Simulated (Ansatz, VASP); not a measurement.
**V (V(110)): VASP beside Ansatz**

Aim: how closely do two programs agree when they are given the same cell, functional and k mesh? Valence electrons are named where the data sets of a main pair hold unlike numbers.

Program: Ansatz 0.2.0. Level of theory: plane waves, with VASP 6.6.1 beside it; single point at PBE, single point at LDA and single point at r2SCAN. Results are calculated unless marked as measured.

## (1) Set-up

The cell holds 7 atoms: 7 V. Its edges and angles: a = 2.615 Å, b = 2.615 Å, c = 30.813 Å, α = 90.0°, β = 90.0°, γ = 70.5°. Vacuum lies along c.

As a file:

```
V
1.0
     2.13546   -1.51000    0.00000
     2.13546    1.51000    0.00000
     0.00000    0.00000   30.81277
V
7
Direct
  0.00000 0.00000 0.29209
  0.50000 0.50000 0.36139
  0.00000 0.00000 0.43070
  0.50000 0.50000 0.50000
  0.00000 0.00000 0.56930
  0.50000 0.50000 0.63861
  0.00000 0.00000 0.70791
```

## (2) VASP: single point, PBE

A single point gives forces, pressure and levels at one fixed geometry, so differences don't come from the geometry; what else differs is listed under the comparison.

Lines of VASP's logs that name or quote its potential files are left out, and so is its time.

Input file INCAR:

```
SYSTEM = V
PREC = Normal
ENCUT = 350
EDIFF = 1E-06
NELM = 120
ISMEAR = 1
SIGMA = 0.02
LREAL = .FALSE.
ALGO = Normal
GGA = PE
NBANDS = 28
ISPIN = 2
MAGMOM = 2 2 2 2 2 2 2
LMAXMIX = 4
LORBIT = 11
LWAVE = .FALSE.
LCHARG = .FALSE.
KPAR = 4
IDIPOL = 3
LDIPOL = .TRUE.
DIPOL = 0.5 0.5 0.5
LVHAR = .TRUE.
LVACPOTAV = .TRUE.
```

Input file POSCAR:

```
V
1.0
    2.1354624792     -1.5100000000      0.0000000000
    2.1354624792      1.5100000000      0.0000000000
    0.0000000000      0.0000000000     30.8127748751
V
7
Direct
    0.0000000000      0.0000000000      0.2920866438
    0.5000000000      0.5000000000      0.3613910959
    0.0000000000      0.0000000000      0.4306955479
    0.5000000000      0.5000000000      0.5000000000
    0.0000000000      0.0000000000      0.5693044521
    0.5000000000      0.5000000000      0.6386089041
    0.0000000000      0.0000000000      0.7079133562
```

Input file KPOINTS:

```
Automatic mesh
0
Gamma
10 10 1
0 0 0
```

The projector-augmented-wave data sets are V (PBE family, release 64).

Started as:

```
> mpirun -np 4 vasp_std
```

Numbers of over 12 decimals in the logs are rounded to 6 here.

Output:

```text
[banner, memory and clock lines left out]
running    4 mpi-ranks, on    1 nodes
 distrk:  each k-point on    1 cores,    4 groups
 distr:  one band on    1 cores,    1 groups

 POSCAR found type information on POSCAR V
 POSCAR found :  1 types and       7 ions
 LDA part: xc-table for (Slater+PW92), standard interpolation
 POSCAR, INCAR and KPOINTS ok, starting setup
 FFT: planning ... GRIDC
 FFT: planning ... GRID_SOFT
 FFT: planning ... GRID
 WAVECAR not read
 entering main loop
       N       E                     dE             d eps       ncg     rms          rms(c)
DAV:   1     0.220980117131E+03    0.22098E+03   -0.95880E+03  3480   0.900E+02
DAV:   2    -0.360157844283E+02   -0.25700E+03   -0.24184E+03  3496   0.248E+02
DAV:   3    -0.669868535693E+02   -0.30971E+02   -0.28262E+02  5404   0.104E+02
DAV:   4    -0.692563940652E+02   -0.22695E+01   -0.21969E+01  5464   0.378E+01
DAV:   5    -0.693395807071E+02   -0.83187E-01   -0.82308E-01  5768   0.560E+00    0.320E+01
DAV:   6    -0.185798712974E+03   -0.11646E+03   -0.97129E+02  6896   0.188E+02    0.119E+02
DAV:   7    -0.797941477471E+02    0.10600E+03   -0.21862E+02  5332   0.110E+02    0.492E+01
DAV:   8    -0.855487138464E+02   -0.57546E+01   -0.97726E+02  6776   0.172E+02    0.530E+01
DAV:   9    -0.755602826355E+02    0.99884E+01   -0.15768E+02  4604   0.143E+02    0.352E+01
DAV:  10    -0.644226558912E+02    0.11138E+02   -0.12679E+02  6252   0.132E+02    0.289E+01
DAV:  11    -0.556748756468E+02    0.87478E+01   -0.60664E+01  6656   0.668E+01    0.139E+01
DAV:  12    -0.557161475843E+02   -0.41272E-01   -0.56923E+00  5900   0.217E+01    0.128E+01
DAV:  13    -0.557950949779E+02   -0.78947E-01   -0.10242E+00  5952   0.121E+01    0.125E+01
DAV:  14    -0.555600263600E+02    0.23507E+00   -0.89380E-01  5928   0.108E+01    0.108E+01
[...]
DAV:  63    -0.604572858043E+02   -0.15688E-03   -0.34765E-05  5744   0.346E-02    0.374E-02
DAV:  64    -0.604575193752E+02   -0.23357E-03   -0.45368E-05  5784   0.394E-02    0.285E-02
DAV:  65    -0.604576600233E+02   -0.14065E-03   -0.46840E-05  5244   0.362E-02    0.235E-02
DAV:  66    -0.604575710633E+02    0.88960E-04   -0.11945E-05  4764   0.281E-02    0.206E-02
DAV:  67    -0.604576413561E+02   -0.70293E-04   -0.13152E-05  5600   0.270E-02    0.212E-02
DAV:  68    -0.604576886191E+02   -0.47263E-04   -0.12102E-05  5748   0.239E-02    0.186E-02
DAV:  69    -0.604577275358E+02   -0.38917E-04   -0.13442E-05  5652   0.241E-02    0.125E-02
DAV:  70    -0.604577266577E+02    0.87814E-06   -0.89235E-06  5160   0.209E-02
|                                                                             |
|           W    W    AA    RRRRR   N    N  II  N    N   GGGG   !!!           |
|           W    W   A  A   R    R  NN   N  II  NN   N  G    G  !!!           |
|           W    W  A    A  R    R  N N  N  II  N N  N  G       !!!           |
|           W WW W  AAAAAA  RRRRR   N  N N  II  N  N N  G  GGG   !            |
|           WW  WW  A    A  R   R   N   NN  II  N   NN  G    G                |
|           W    W  A    A  R    R  N    N  II  N    N   GGGG   !!!           |
|                                                                             |
|     Did not find any points to average over, which means that no vacuum     |
|     field-free region was found. Please increase the size of  your cell     |
|     in the dimension of the dipole correction to obtain accurate            |
|     workfunction values.                                                    |
|                                                                             |

   1 F= -.60457727E+02 E0= -.60457760E+02  d E =0.991686E-04  mag=     0.0199
```

Parts of OUTCAR (step 2):

```text
ion  position               nearest neighbor table
   1  0.000  0.000  0.292-   2 2.62   2 2.62   2 3.02   2 3.02
   2  0.500  0.500  0.361-   3 2.62   3 2.62   1 2.62   1 2.62   3 3.02   3 3.02   1 3.02   1 3.02

  LATTYP: Found a base centered orthorhombic cell.
 ALAT       =     3.0200000000
 B/A-ratio  =     1.4142135624
 C/A-ratio  =    10.2029055878

 Subroutine GETGRP returns: Found  8 space group operations
 (whereof  8 operations were pure point group operations)

The static configuration has the point symmetry D_2h.

 Found     31 irreducible k-points:

   k-points           NKPTS =     31   k-points in BZ     NKDIM =     31   number of bands    NBANDS=     28

   dimension x,y,z NGX =    12 NGY =   12 NGZ =  144
   dimension x,y,z NGXF=    24 NGYF=   24 NGZF=  288

   ENCUT  =  350.0 eV  25.72 Ry    5.07 a.u.   3.99  3.99 47.00*2*pi/ulx,y,z

   NELECT =      35.0000    total number of electrons

 k-points in reciprocal lattice and weights: Automatic mesh
   0.00000000  0.00000000  0.00000000       0.010
   0.10000000  0.00000000  0.00000000       0.040
   0.20000000  0.00000000  0.00000000       0.040
   0.30000000  0.00000000  0.00000000       0.040
   0.40000000 -0.00000000  0.00000000       0.040
   0.50000000  0.00000000  0.00000000       0.020
   0.10000000  0.10000000  0.00000000       0.020
   0.20000000  0.10000000  0.00000000       0.040
   0.30000000  0.10000000  0.00000000       0.040
[...]
-0.40000000  0.40000000  0.00000000       0.020
   0.50000000  0.50000000  0.00000000       0.010

 dipolmoment           0.000000      0.000000     -0.000000 electrons x Angstroem

 average (electrostatic) potential at core
       1 -45.0751       2 -44.9517       3 -44.8930       4 -44.8674       5 -44.8930
       6 -44.9517       7 -45.0751

 E-fermi :   0.5514

 spin component 1
 k-point     1 :       0.0000    0.0000    0.0000
  band No.  band energies     occupation
    ...
     10      -0.2019      1.00000
     11       0.0699      1.00000
     12       0.2417      1.00000
     13       0.2568      1.00000
     14       0.3560      1.00000
     15       0.6134     -0.00005
     16       0.6198     -0.00001
     17       0.7228     -0.00000
     18       0.8060     -0.00000
     19       0.8234     -0.00000
    ...

 k-point     2 :       0.1000    0.0000    0.0000
  band No.  band energies     occupation
    ...
     12       0.1583      1.00000
     13       0.2024      1.00000
     14       0.3606      1.00000
     15       0.4659      1.00000
     16       0.4816      1.00000
     17       0.5752     -0.03523
     18       0.6982     -0.00000
     19       0.7386     -0.00000
     20       0.9249     -0.00000
     21       0.9931      0.00000
    ...

 k-point     3 :       0.2000    0.0000    0.0000
  band No.  band energies     occupation
    ...
     16       0.3071      1.00000
     17       0.3081      1.00000
     18       0.3892      1.00000
     19       0.4415      1.00000
     20       0.4958      1.00030
     21       0.5885     -0.01251
     22       1.4707      0.00000
     23       1.4764      0.00000
     24       1.9513      0.00000
     25       2.2927      0.00000
    ...

 k-point     4 :       0.3000    0.0000    0.0000
  band No.  band energies     occupation
    ...
     17       0.1844      1.00000
     18       0.3122      1.00000
     19       0.3659      1.00000
     20       0.4451      1.00000
     21       0.4885      1.00004
     22       2.1776      0.00000
     23       2.1779      0.00000
     24       2.3454      0.00000
     25       2.4285      0.00000
     26       2.5544      0.00000
    ...

 k-point     5 :       0.4000   -0.0000    0.0000
  band No.  band energies     occupation
    ...
     13      -0.3605      1.00000
     14      -0.3154      1.00000
     15       0.0569      1.00000
     16       0.1948      1.00000
     17       0.4161      1.00000
     18       0.7246     -0.00000
     19       1.0545      0.00000
     20       1.2630      0.00000
     21       1.4854      0.00000
     22       2.4154      0.00000
    ...

 k-point     6 :       0.5000    0.0000    0.0000
  band No.  band energies     occupation
    ...
     12      -0.5123      1.00000
     13      -0.5059      1.00000
     14      -0.4722      1.00000
     15       0.1725      1.00000
     16       0.3246      1.00000
     17       0.6442     -0.00000
     18       1.0130      0.00000
     19       1.4522      0.00000
     20       1.8269      0.00000
     21       2.2487      0.00000
    ...

  Total       -7.8190856     -6.3907201     -5.3860125     -0.0000000      0.0000000      0.0000000
  in kB      -63.0429967    -51.5265041    -43.4258410     -0.0000000      0.0000000      0.0000000
  external PRESSURE =     -52.6651140 kB  Pullay stress =       0.0000000 kB

  energy-cutoff  :      350.00
  volume of cell :      198.71
      direct lattice vectors                 reciprocal lattice vectors
     2.135462479 -1.510000000  0.000000000     0.234141318 -0.331125828  0.000000000
     2.135462479  1.510000000  0.000000000     0.234141318  0.331125828  0.000000000
     0.000000000  0.000000000 30.812774875     0.000000000  0.000000000  0.032454072

 POSITION                                       TOTAL-FORCE (eV/Angst)
 -----------------------------------------------------------------------------------
      0.00000      0.00000      9.00000        -0.000000      0.000000      0.694697
      2.13546      0.00000     11.13546        -0.000000      0.000000     -0.349940
      0.00000      0.00000     13.27092         0.000000      0.000000     -0.132009
      2.13546      0.00000     15.40639         0.000000      0.000000      0.000000
      0.00000      0.00000     17.54185         0.000000      0.000000      0.132009
      2.13546      0.00000     19.67731        -0.000000      0.000000      0.349940
      0.00000      0.00000     21.81277         0.000000      0.000000     -0.694697
 -----------------------------------------------------------------------------------
    total drift:                                0.000000      0.000000      0.000000

  FREE ENERGIE OF THE ION-ELECTRON SYSTEM (eV)
  ---------------------------------------------------
  free  energy   TOTEN  =       -60.4577266577 eV

  energy  without entropy=      -60.4578258264  energy(sigma->0) =      -60.45775971

 vacuum level on the upper side and lower side of the slab         5.349         5.349

 total charge
# of ion       s       p       d       tot
------------------------------------------
    1        0.540   0.442   3.454   4.437
    2        0.562   0.647   3.484   4.693
    3        0.565   0.645   3.493   4.703
    4        0.566   0.639   3.502   4.707
    5        0.565   0.645   3.493   4.703
    6        0.562   0.647   3.484   4.693
    7        0.540   0.442   3.454   4.437
--------------------------------------------------
tot          3.899   4.108  24.366  32.373

 magnetization (x)
# of ion       s       p       d       tot
------------------------------------------
    1        0.000   0.001   0.001   0.002
    2        0.000   0.000   0.002   0.002
    3        0.000   0.000   0.004   0.005
    4        0.000   0.000   0.003   0.003
    5        0.000   0.000   0.004   0.005
    6        0.000   0.000   0.002   0.002
    7        0.000   0.001   0.001   0.002
--------------------------------------------------
tot          0.000   0.002   0.017   0.020

[... 6 further parts left out ...]
```

The moments of VASP's start collapse, so its state is non-magnetic. LASPH is off, so gradient terms of the non-spherical density inside the spheres are left out; for open d or f shells this can shift gaps and moments. The data set V keeps the semicore shell frozen, which is cheaper and a little less accurate.

(Part 1 of 3 ends here.)

[Lines on the potential files, build, host, timing and source positions are cut from VASP's logs without a mark.]

[Logs are printed without paths, hosts, clocks, repeated set-up lines and the standing remarks that a program may print on its own settings, such as how far it seeks lower states.]

[Hosts, paths, dates, database ids (printed as entryN), source tags and the programs' standing remarks are cut or masked in the printed files.]
